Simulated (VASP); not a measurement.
Consider the following.

```
CELL_PARAMETERS angstrom
      3.98377     0.00000     0.00000
      0.00000     3.98377     0.00000
      0.00000     0.00000     3.98377
ATOMIC_POSITIONS crystal
  Ba 0.00000 0.00000 0.00000
  Ti 0.50000 0.50000 0.50000
  O  0.50000 0.00000 0.50000
  O  0.00000 0.50000 0.50000
  O  0.50000 0.50000 0.00000
```

These are MS2 meta-GGA, VASP's PBE PAW potentials (set 64) (plane waves; VASP) values and carry that method's errors. Numerical set-up: 520 eV cut-off, 5×5×5 Γ-centred mesh, Gaussian smearing of 0.050 eV, potentials Ba_sv Ti_sv O.

The ions, cell shape and volume are relaxed. Predict the relaxed structure.

```
CELL_PARAMETERS angstrom
      4.00390     0.00000     0.00000
      0.00000     4.00390     0.00000
      0.00000     0.00000     4.00390
ATOMIC_POSITIONS crystal
  Ba 0.00000 0.00000 0.00000
  Ti 0.50000 0.50000 0.50000
  O  0.50000 0.00000 0.50000
  O  0.00000 0.50000 0.50000
  O  0.50000 0.50000 0.00000
```
Space group Pm-3m (221), at a tolerance of 0.03 Å.

How do energy and volume change from the first to the last step?

The energy (σ→0) changes by -1.5 meV/atom and the volume by +1.5 %, in 3 ionic steps.

The compound is BaTiO3 in the cubic perovskite structure, the ideal cubic form; the compound distorts at low or room temperature. This run relaxes it. Symmetry was kept, so distortions that lower it aren't found.
